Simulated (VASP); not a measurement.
```yaml
crystal:
  lattice:
    - [0.00000, 2.95287, 2.95287]
    - [2.95287, 0.00000, 2.95287]
    - [2.95287, 2.95287, 0.00000]
  atoms:
    - { symbol: Zn, position: [0.00000, 0.00000, 0.00000] }
    - { symbol: Se, position: [0.25000, 0.25000, 0.25000] }
```

Method: revPBE GGA, VASP's PBE PAW potentials (set 64) (plane waves; VASP). Run with 520 eV cut-off, 8×8×8 Γ-centred mesh, Gaussian smearing of 0.050 eV, potentials Zn Se.

Problem. Give the stress tensor in GPa (positive for a compressed cell).

Solution. 
```
-2.62   0.00   0.00
 0.00  -2.62   0.00
 0.00   0.00  -2.62
```
The pressure is its mean diagonal, -2.62 GPa.

The compound is ZnSe in the zinc blende structure. This cell is one point of a volume scan, at 1.06 of the reference volume.
